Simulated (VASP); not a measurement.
Data:

```xyz
2
Lattice="0.0000 3.0327 3.0327 3.0327 0.0000 3.0327 3.0327 3.0327 0.0000" Properties=species:S:1:pos:R:3 pbc="T T T"
Cd     0.0000     0.0000     0.0000
Se     1.5163     1.5163     1.5163
```

Computed with MS2 meta-GGA, VASP's PBE PAW potentials (set 64) (plane waves; VASP). Settings: 520 eV cut-off, 8×8×8 Γ-centred mesh, Gaussian smearing of 0.050 eV, potentials Cd Se.

### Question
What does the run give for the energy per atom (σ→0), pressure, band gap (on the k-mesh) with the smallest direct gap where there is one?

### Answer

```
Item                                          Value
-----------------------------------  --------------
band gap (on the k-mesh)                    0.97 eV
smallest direct gap (on the k-mesh)         0.97 eV
energy per atom (σ→0)                -1.708 eV/atom
pressure                                   1.68 GPa
```

The compound is CdSe in the zinc blende structure, whereas wurtzite is the usual form. This cell is one point of a volume scan, at 0.97 of the reference volume.
